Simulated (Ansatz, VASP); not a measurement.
## One calculation of PtRh2, two programs

```
Rh Pt
1.0
     4.31346    0.00000    0.00000
     0.00000    5.26455    0.00000
     0.00000    0.00000    3.28649
Rh Pt
4 2
Direct
  0.20040 0.37870 0.00000
  0.79960 0.62130 0.00000
  0.70040 0.12130 0.50000
  0.29960 0.87870 0.50000
  0.00000 0.00000 0.00000
  0.50000 0.50000 0.50000
```

Alike in both runs: task single point; functional PBE; k mesh 4 × 4 × 6; occupations gaussian, width 0.1 eV; no spin polarisation.

|  | VASP | Ansatz |
| --- | --- | --- |
| version | VASP 6.6.1 | Ansatz 0.2.0 |
| potentials or method | VASP PAW PBE potentials, release 64 (Rh_pv, Pt) | scalar-relativistic, plane waves, PAW |
| plane-wave cutoff (eV) | 520 | 420 |
| valence electrons in the cell | 80 | 104 |

```tsv
	VASP	Ansatz	Ansatz less VASP
gap on the k mesh at the Fermi level (eV)	none	none	-
rms of the force components (eV/Å)	0.976	0.995	+0.0189
```

Atom by atom the forces differ by 0.042 eV/Å (rms over components). A gap of «none» marks a metal or a gap that the smearing closes. With one functional, cell and mesh, what is left measures potentials, basis and numerics. The two sets of potentials don't hold the same shells in valence.

Caveats: the k mesh is coarse (spacing up to 0.36 Å⁻¹), so the values aren't converged; forces of over 1 eV/Å show positions far from the minimum, so gaps and moduli don't describe the material at rest. Spin-orbit coupling is left out, which matters for the levels of Pt.
